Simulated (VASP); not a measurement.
OSZICAR of a VASP run on GaSi₆₂:

### OSZICAR
```
       N       E                     dE             d eps       ncg     rms          rms(c)
DAV:   1    -0.335644611447E+03   -0.33564E+03   -0.25313E-05   776   0.108E-02    0.118E-02
RMM:   2    -0.335644605157E+03    0.62899E-05   -0.20074E-05   669   0.663E-03    0.507E-03
RMM:   3    -0.335644606124E+03   -0.96732E-06   -0.44874E-06   534   0.390E-03    0.333E-03
RMM:   4    -0.335644606149E+03   -0.25040E-07   -0.12220E-06   427   0.182E-03
   1 F= -.33564461E+03 E0= -.33562704E+03  d E =-.351376E-01  mag=     2.0000
```

Task: Which electronic solver shows in the log?

Result: It is blocked Davidson (ALGO = Normal, or the opening steps of other solvers) and then RMM-DIIS (ALGO = Fast or VeryFast). The INCAR had ALGO = Fast.

Task: How was spin treated?

Result: Collinear spin (ISPIN = 2): the summary line carries one mag value, 2.00 μB in the cell.

Task: Can the final energy be trusted as converged?

Result: The run converged. It stopped with EDIFF = 1E-6, NELM = 100 (PBE GGA, plane waves, VASP's PBE PAW potentials (set 64)). The cell is charged, with a uniform compensating background.  The supercell is sampled at Γ alone, which is coarse: total energies, pressure and levels can be off, energies of defects by several tenths of an eV.

The cell is a supercell with a defect, built from Si (diamond): Ga_Si-vac_Si, charge +1. The total moment is imposed (NUPDOWN), so this need not be the lowest spin state.
